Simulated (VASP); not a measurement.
Here is the system:

```
Li
1.0
   -1.74500     1.74500     1.74500
    1.74500    -1.74500     1.74500
    1.74500     1.74500    -1.74500
Li
1
Direct
  0.00000   0.00000   0.00000
```

Computed with PW91 GGA, VASP's PBE PAW potentials (set 64) (plane waves; VASP 6.6.1). Run with 520 eV cut-off, 13×13×13 Γ-centred mesh, first-order Methfessel-Paxton smearing of 0.10 eV, potentials Li_sv.

Energy and stress use the plane-wave basis of the starting cell.

Task: The ions, cell shape and volume are relaxed. Predict the relaxed structure.

Result: 
```
Li
1.0
   -1.71677     1.71677     1.71677
    1.71677    -1.71677     1.71677
    1.71677     1.71677    -1.71677
Li
1
Direct
  0.00000   0.00000   0.00000
```
Space group Im-3m (229), at a tolerance of 0.03 Å.

Task: How do energy and volume change from the first to the last step?

Result: The energy (σ→0) changes by -2.1 meV/atom and the volume by -4.8 %, in 3 ionic steps.

```tsv
step	E(σ→0) (eV)	max force (eV/Å)	pressure (GPa)	volume (Å³)
1	-1.8889	0.000	-0.65	21.25
2	-1.8898	0.000	-0.49	20.99
3	-1.8910	0.000	0.00	20.24
```

The compound is Li in the bcc structure. This run relaxes it. Symmetry was kept, so distortions that lower it aren't found.
